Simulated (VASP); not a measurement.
Calculation: PBEsol GGA, VASP's PBE PAW potentials (set 64) (plane waves; VASP).

VASP input:

File KPOINTS:
```
Automatic mesh
0
Gamma
 10 10 10
```

POSCAR:
```
Bi
1
    4.0941311410    -2.2616652923    -0.0157056033
    4.0941311410     2.2616652923    -0.0157056033
    2.8590103799     0.0000000000     3.7018030766
Bi
2
Direct
  0.2366323659   0.2366323659   0.2366323659
  0.7657187058   0.7657187058   0.7566341182
```

### INCAR
```
! general
SYSTEM  = Bi
PREC    = Accurate
ENCUT   = 480
LREAL   = .False.
LASPH   = .True.

! electronic loop
EDIFF   = 1E-7
NELM    = 100
ALGO    = Normal
LMAXMIX = 4

! smearing
ISMEAR  = 1
SIGMA   = 0.1

! functional
GGA     = PS

! ions
ISIF    = 2

! output
LWAVE   = .False.
LCHARG  = .False.
```

POTCAR, in this order: Bi_d (PBE.64 set). Program: vasp_std.

Unless said otherwise, spin-orbit coupling is left out, though it shifts the bands of the heavy elements here.

Task: Predict the energy per atom (σ→0), band gap (on the k-mesh).

Result: 
- energy per atom (σ→0): -4.304 eV/atom
- band gap (on the k-mesh): none (metal, semimetal or under 0.01 eV)

**OSZICAR**
```
...
DAV:   6    -0.861280305269E+01    0.10994E-01   -0.23640E-02 12782   0.184E+00    0.607E-01
DAV:   7    -0.860848672332E+01    0.43163E-02   -0.15051E-02 13103   0.158E+00    0.121E-01
DAV:   8    -0.860843810133E+01    0.48622E-04   -0.17440E-03 11718   0.572E-01    0.162E-02
DAV:   9    -0.860843946617E+01   -0.13648E-05   -0.92396E-05 13898   0.112E-01    0.958E-03
DAV:  10    -0.860843897220E+01    0.49397E-06   -0.69318E-06 13495   0.260E-02    0.162E-03
DAV:  11    -0.860843915134E+01   -0.17914E-06   -0.48596E-07  9584   0.595E-03    0.766E-04
DAV:  12    -0.860843906787E+01    0.83474E-07   -0.10124E-07  6192   0.450E-03
   1 F= -.86084391E+01 E0= -.86085314E+01  d E =0.277120E-03
```

The compound is Bi in the a7 structure. This cell was strained or had an atom moved on purpose.
